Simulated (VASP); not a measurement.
Consider the following.

```
Pb
1.0
    0.00000     2.48560     2.48560
    2.48560     0.00000     2.48560
    2.48560     2.48560     0.00000
Pb
1
Cartesian
  0.00000   0.00000   0.00000
```

Method: PBE GGA with D3 dispersion (zero damping), VASP's PBE PAW potentials (set 64) (plane waves; VASP). Numerical set-up: 520 eV cut-off, Gaussian smearing of 0.050 eV, potentials Pb_d.

Unless said otherwise, spin-orbit coupling is left out, though it shifts the bands of the heavy elements here.

**Question.** What does the run give for the band gap (along the path) with the smallest direct gap where there is one?

**Answer.** 
```json
{
  "band gap (along the path)": "none (metal, semimetal or under 0.01 eV)"
}
```

The absolute energy has meaning only against runs of the same code, potentials and settings.

The compound is Pb in the fcc structure. It was relaxed first.
